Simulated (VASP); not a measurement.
Input for VASP

**POSCAR**
```
GaBi
1.0
  6.4857567367   0.0000000000   0.0000000000
  0.0000000000   4.1939521603   0.0000000000
  0.0000000000   0.0000000000   7.3489339728
Ga Bi
4 4
Cartesian
  3.3457148046   1.0484880401   5.1039824260
  0.1028364362   1.0484880401   5.9194185332
  3.1400419321   3.1454641202   2.2449515468
  6.3829203005   3.1454641202   1.4295154396
  4.5003554019   1.0484880401   0.5832477942
  1.2574770336   1.0484880401   3.0912191922
  1.9854013348   3.1454641202   6.7656861786
  5.2282797031   3.1454641202   4.2577147806
```

INCAR:
```
SYSTEM = GaBi
PREC = Accurate
ENCUT = 400
EDIFF = 1E-6
NELM = 100
ALGO = Normal
LREAL = .FALSE.
LASPH = .TRUE.
ISMEAR = 1
SIGMA = 0.1
LMAXMIX = 4
LWAVE = .FALSE.
LCHARG = .FALSE.
IBRION = 2
ISIF = 3
NSW = 60
EDIFFG = -0.02
```

### KPOINTS
```
Automatic
0
gamma
 5 7 4
```

POTCAR, in this order: Ga_d Bi_d (LDA.64 set). Program: vasp_std.

Problem. Write an equivalent input for Ansatz.

Solution. One equivalent input (not run):
Ansatz 0.2 input:
```yaml
crystal:
  lattice:
    - [6.4857567, 0.0000000, 0.0000000]
    - [0.0000000, 4.1939522, 0.0000000]
    - [0.0000000, 0.0000000, 7.3489340]
  atoms:
    - { symbol: Ga, position: [0.5158557, 0.2500000, 0.6945201] }
    - { symbol: Ga, position: [0.0158557, 0.2500000, 0.8054799] }
    - { symbol: Ga, position: [0.4841443, 0.7500000, 0.3054799] }
    - { symbol: Ga, position: [0.9841443, 0.7500000, 0.1945201] }
    - { symbol: Bi, position: [0.6938829, 0.2500000, 0.0793650] }
    - { symbol: Bi, position: [0.1938829, 0.2500000, 0.4206350] }
    - { symbol: Bi, position: [0.3061171, 0.7500000, 0.9206350] }
    - { symbol: Bi, position: [0.8061171, 0.7500000, 0.5793650] }
kpoints:
  mp_grid: { grid: [5, 7, 4] }
hamiltonian:
  xc: lda
  pseudopotentials: { kind: paw }
scf:
  occupations: { method: methfessel_paxton, width: 0.1 }
  max_iter: 100
relax:
  max_steps: 60
  f_tol: 0.02
  cell: {}
output: { forces: true, stress: true, eigenvalues: true }
```
What does not carry over: each code has its own PAW files, so the cut-off isn't converted (ENCUT is set for VASP's; basis.ecutwfc is left out, and Ansatz then takes the one that its files recommend); Ansatz stops its SCF on the density residual and VASP on the energy change (EDIFF); Ansatz's lda is the Perdew-Wang form, while the LDA potentials of VASP carry Perdew-Zunger's.

The structure was generated: GaBi was put into the MnP type (Pnma), which need not be its known phase. This run relaxes it. Symmetry was kept, so distortions that lower it aren't found. The start is the result of an earlier pass.
